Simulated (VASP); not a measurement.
Method: PBEsol GGA, VASP's PBE PAW potentials (set 64) (plane waves; VASP).

VASP input:

**POSCAR**
```
HoPb3
1
    4.7907649365     0.0000000000     0.0000000000
    0.0000000000     4.7907649365     0.0000000000
    0.0000000000     0.0000000000     4.7907649365
Ho Pb
1 3
Direct
  0.0000000000   0.0000000000   0.0000000000
  0.0000000000   0.5000000000   0.5000000000
  0.5000000000   0.0000000000   0.5000000000
  0.5000000000   0.5000000000   0.0000000000
```

INCAR:
```
SYSTEM = HoPb3
PREC = Accurate; ENCUT = 480; LREAL = .FALSE.
LASPH = .TRUE.
EDIFF = 1E-7; NELM = 100; ALGO = Normal
LMAXMIX = 6
ISMEAR = 1; SIGMA = 0.1
GGA = PS
ISIF = 2
LWAVE = .FALSE.; LCHARG = .FALSE.
```

### KPOINTS
```
Automatic mesh
0
Gamma
6 6 6
0 0 0
```

POTCAR, in this order: Ho_3 Pb_d (PBE.64 set). Program: vasp_std.

What VASP printed:

### OSZICAR
```
       N       E                     dE             d eps       ncg     rms          rms(c)
DAV:   1     0.589583647210E+03    0.58958E+03   -0.22956E+04  1240   0.185E+03
DAV:   2     0.374449802474E+02   -0.55214E+03   -0.54610E+03  1594   0.599E+02
DAV:   3    -0.149695049279E+02   -0.52414E+02   -0.51346E+02  1644   0.203E+02
DAV:   4    -0.181854748191E+02   -0.32160E+01   -0.31913E+01  1788   0.551E+01
DAV:   5    -0.183051346028E+02   -0.11966E+00   -0.11925E+00  1684   0.979E+00    0.158E+01
DAV:   6    -0.181889086859E+02    0.11623E+00   -0.22391E-01  1746   0.587E+00    0.925E+00
DAV:   7    -0.181633776037E+02    0.25531E-01   -0.18718E-01  1694   0.475E+00    0.600E-01
DAV:   8    -0.181619314867E+02    0.14461E-02   -0.27645E-02  1578   0.242E+00    0.109E-01
DAV:   9    -0.181620000931E+02   -0.68606E-04   -0.24917E-03  2136   0.414E-01    0.380E-02
DAV:  10    -0.181619914047E+02    0.86884E-05   -0.98854E-05  1738   0.880E-02    0.153E-02
DAV:  11    -0.181619905062E+02    0.89851E-06   -0.17486E-05  1860   0.386E-02    0.714E-03
DAV:  12    -0.181619905224E+02   -0.16175E-07   -0.70146E-06  1690   0.221E-02    0.925E-03
DAV:  13    -0.181619901497E+02    0.37269E-06   -0.75156E-07  1392   0.686E-03    0.273E-03
DAV:  14    -0.181619900316E+02    0.11809E-06   -0.42723E-07  1294   0.385E-03    0.103E-03
DAV:  15    -0.181619900626E+02   -0.31060E-07   -0.35400E-08   846   0.237E-03
   1 F= -.18161990E+02 E0= -.18161791E+02  d E =-.596872E-03
```

**OUTCAR**
```
------------------------ aborting loop because EDIFF is reached ----------------------------------------
  FORCE on cell =-STRESS in cart. coord.  units (eV):
  Direction    XX          YY          ZZ          XY          YZ          ZX
  --------------------------------------------------------------------------------------
  Total       -0.0273731     -0.0273731     -0.0273731      0.0000000      0.0000000     -0.0000000
  in kB       -0.3988595     -0.3988595     -0.3988595      0.0000000      0.0000000     -0.0000000
  external PRESSURE =      -0.3988595 kB  Pullay stress =       0.0000000 kB
  volume of cell :      109.95
      direct lattice vectors                 reciprocal lattice vectors
     4.790764936  0.000000000  0.000000000     0.208734933  0.000000000  0.000000000
     0.000000000  4.790764936  0.000000000     0.000000000  0.208734933  0.000000000
     0.000000000  0.000000000  4.790764936     0.000000000  0.000000000  0.208734933
 POSITION                                       TOTAL-FORCE (eV/Angst)
 -----------------------------------------------------------------------------------
      0.00000      0.00000      0.00000         0.000000      0.000000      0.000000
      0.00000      2.39538      2.39538         0.000000      0.000000      0.000000
      2.39538      0.00000      2.39538         0.000000      0.000000      0.000000
      2.39538      2.39538      0.00000         0.000000      0.000000      0.000000
 -----------------------------------------------------------------------------------
    total drift:                                0.000000      0.000000      0.000000
  FREE ENERGIE OF THE ION-ELECTRON SYSTEM (eV)
  ---------------------------------------------------
  free  energy   TOTEN  =       -18.1619900626 eV

  energy  without entropy=      -18.1613931909  energy(sigma->0) =      -18.16179111
```
(Selected blocks of OUTCAR.)

The 4f electrons are frozen in the core of the lanthanide potential, so 4f levels, which can set the real gap, and their magnetism are missing.

The structure comes from a computed database's HoPb3 entry (Pm-3m); how it stands against other phases isn't given here. It was relaxed first. The electron count is odd and the run is not spin-polarised, which forces a metal.
